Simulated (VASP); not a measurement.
```
KI
1.0
    0.00000     3.08996     3.08996
    3.08996     0.00000     3.08996
    3.08996     3.08996     0.00000
K I
1 1
Direct
  0.00000   0.00000   0.00000
  0.50000   0.50000   0.50000
```

Calculation: LDA (Ceperley-Alder, Perdew-Zunger), VASP's LDA PAW potentials (set 64) (plane waves; VASP). Numerical set-up: 500 eV cut-off, 7×7×7 Γ-centred mesh, Gaussian smearing of 0.050 eV, potentials K_sv I.

### Question
What does the run give for the energy per atom (σ→0), pressure?

### Answer

```json
{
  "energy per atom (σ→0)": "-2.843 eV/atom",
  "pressure": "10.00 GPa"
}
```

Total energies compare only between runs with the same potentials, cut-off and functional.

The compound is KI in the rock salt structure. It was relaxed first under an external pressure of 10 GPa.
